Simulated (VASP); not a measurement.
# Pressure and energy of FeSi (P2_13) within about 6 % of its equilibrium volume, r2SCAN + rVV10

A solid near equilibrium is usually treated as a linear spring: pressure proportional to the change in volume, energy proportional to its square. The series tests that rule on FeSi for a practical purpose, a pressure marker in a press, read by X-ray diffraction from the length of its cubic cell edge.

The brief, set here in round numbers, asks for a working point with a pressure of at least 5 GPa, an edge at least 1 % shorter than at equilibrium, so that the shift is easily read, and a stored elastic energy of at most 300 MJ/m³, to limit what is released if the press fails. Pressure and energy are calculated for seven volumes. Compression is measured from the fitted equilibrium volume of the same level, and energy from the lowest row.

## Set-up

A cell from the Materials Project database, relaxed at this level and then scaled evenly, fractional positions kept. VASP 6.6.1, plane waves with PAW, r2SCAN + rVV10, cutoff 400 eV, k mesh 5×5×5, collinear spin, no spin-orbit coupling, static lattice. A Birch-Murnaghan fit to the energies has its minimum at 10.85 Å³ per atom.

Notes on method and selection:

- The pressure is that of a finite plane-wave basis, so it need not vanish exactly at the minimum of the energy.
- Only series whose fit has its minimum inside the range and an error under 0.5 meV per atom are shown.
- Where rows or columns differ in functional or spin-orbit coupling, non-spherical gradient terms in the PAW spheres (LASPH) may be on in some and off in others.
- Runs that did not converge, have known faults or may not be shown are not listed, and runs on Ansatz's PAW sets soft_1 and soft_2 are kept to separate tables.

Columns:

- volume change (%): volume relative to the fitted equilibrium volume.
- pressure (GPa): pressure from the stress tensor (positive: compressed).
- energy (meV/atom): energy per atom above the lowest point of the series.

## The series

| member | volume change (%) | pressure (GPa) | energy (meV/atom) |
| --- | --- | --- | --- |
| 10.18 Å³ | −6.13 | 17.07 | 34.2 |
| 10.40 Å³ | −4.13 | 10.88 | 14.9 |
| 10.61 Å³ | −2.14 | 5.11 | 3.7 |
| 10.83 Å³ | −0.14 | −0.06 | 0.0 |
| 11.05 Å³ | 1.86 | −4.50 | 2.7 |
| 11.26 Å³ | 3.86 | −8.64 | 11.1 |
| 11.48 Å³ | 5.85 | −12.31 | 25.0 |

Least-squares fits to the whole series, with x = volume change (%); R² and errors in the fitted variable (y, or ln y where the fit is in ln y):

| y | members | fit | R² | rms residual | leave-one-out rms | the same for the mean of the others |
| --- | --- | --- | --- | --- | --- | --- |
| pressure (GPa) | 7 | y = −0.3175 − 2.428 x + 0.06634 x² | 1.00 | 0.067 | 0.13 | 11 |
| energy (meV/atom) | 7 | y = −0.1791 − 0.4182 x + 0.8268 x² | 1.00 | 0.67 | 1.8 | 14 |

## Interpretation

Pressure falls at every step of expansion, from 17.07 GPa at −6.13 % to −12.31 GPa at +5.85 %. The fitted slope at the equilibrium volume is −2.428 GPa per percent, which corresponds to a bulk modulus of 2.428 × 100 = 243 GPa.

The slope is far from constant. Between the two most compressed rows it is (10.88 − 17.07) / 2.00 = −3.10 GPa per percent, and between the two most expanded rows (−12.31 + 8.64) / 1.99 = −1.84 GPa per percent. The pressure slope is thus 1.7 times as steep at one end as at the other. A straight line with the fitted intercept and slope would give −0.3175 + 2.428 × 6.13 = 14.57 GPa at −6.13 %, which is too low by 17.07 − 14.57 = 2.50 GPa.

The energy shows the same asymmetry. Divided by the square of the volume change, it is 34.2 / 6.13² = 0.91 meV per atom per squared percent at the compressed end and 25.0 / 5.85² = 0.73 at the expanded end, where a harmonic spring would give one constant. A parabola fitted to the energies therefore has its minimum displaced to 0.4182 / (2 × 0.8268) = +0.25 %, an artefact of the missing cubic term.

The cause is the general shape of a binding curve. Pressure is the negative derivative of energy with respect to volume. On compression, the kinetic energy of the electrons and the repulsion between overlapping shells rise faster than the bonding energy gained; on expansion, the restoring attraction weakens. The parallel iron moments also grow as the cell expands, because narrower d bands favour spin polarisation. This can soften the lattice further, by an amount that the columns do not isolate.

## Departures from the trend

Largest departures from the fit to the whole series:

| member | pressure (GPa) | fit | computed − fit | in rms residuals |
| --- | --- | --- | --- | --- |
| 11.05 Å³ | −4.50 | −4.60 | +0.10 | 1.5 |
| 10.83 Å³ | −0.06 | 0.02 | −0.08 | 1.2 |
| 10.61 Å³ | 5.11 | 5.18 | −0.07 | 1.1 |
| 11.26 Å³ | −8.64 | −8.70 | +0.06 | 0.9 |

The row at 10.83 Å³ looks wrong in sign: it is compressed by 0.14 %, yet its pressure is −0.06 GPa. The slope alone would give 0.14 × 2.428 = +0.34 GPa. Most of the difference is the stress error of a finite plane-wave basis, which also appears as the fitted pressure of −0.3175 GPa at the energy minimum. Energy differences between neighbouring rows likewise imply pressures a few tenths of a GPa above those from the stress tensor, so the offset belongs to the whole series and can be corrected by adding 0.32 GPa.

The largest departure from the quadratic pressure fit is 0.10 GPa, at 11.05 Å³. That is small beside the steps of several GPa between rows and gives no reason to distrust any of them.

## Meeting the brief

Four rows fail on pressure at once. The three expanded cells are under tension, and the cell at 10.83 Å³ reaches only −0.06 + 0.32 = 0.26 GPa after the basis correction. Three compressed cells remain.

The change in edge length follows from (1 + x/100)^(1/3) − 1, with x the volume change in percent. The stored energy density is the energy per atom divided by the volume per atom, with 1 meV/Å³ = 160.2 MJ/m³.

- **10.61 Å³:** pressure 5.11 + 0.32 = 5.43 GPa; edge about −0.7 %; energy 3.7 / 10.61 × 160.2 = 56 MJ/m³. The edge shift is too small.
- **10.40 Å³:** pressure 10.88 + 0.32 = 11.20 GPa; edge −1.4 %; energy 14.9 / 10.40 × 160.2 = 230 MJ/m³. All three conditions are met.
- **10.18 Å³:** pressure 17.07 + 0.32 = 17.39 GPa; edge −2.1 %; energy 34.2 / 10.18 × 160.2 = 538 MJ/m³. The stored energy is too high.

The level probably makes FeSi too stiff, since measured bulk moduli are lower, by roughly a quarter. With an allowance of 30 % on pressure and energy, the cell at 10.40 Å³ still gives 0.7 × 11.20 = 7.8 GPa, while the one at 10.18 Å³ still stores 0.7 × 538 = 377 MJ/m³. The pick is therefore 10.40 Å³, understood as a compression of 4.13 %.

The runner-up is 10.61 Å³, which misses only the edge condition at face value. It would win if a shift of 0.7 % were readable and the calculated pressure held, because it stores about a quarter of the energy; with the 30 % allowance it would drop below 5 GPa.

The absolute volume should not be carried over to a real marker. The calculated equilibrium volume is roughly 4 % below the measured one, which at the slope found here amounts to roughly 10 GPa. A real sample measured at 10.40 Å³ per atom would be under a much higher pressure than the table gives.

## Conclusions and limits

Within about 6 % of equilibrium, the linear spring gives the right sign and scale, but the curvature is needed at the ends. The quadratic pressure fit predicts omitted rows to 0.13 GPa.

No omitted effect is expected to rival the 29 GPa spanned by the series, but some can exceed the basis error. Lattice vibrations would add a positive pressure of roughly 2 to 3 GPa at fixed volume and room temperature. The magnetic state is also at fault: real FeSi has no magnetic order and is a narrow-gap semiconductor when cold. Removing the moments should lower the pressure at fixed volume, by an amount not shown in the table. Finally, the fractional positions were kept fixed; letting the atoms relax in each scaled cell would lower the energies away from equilibrium and make the crystal somewhat softer.
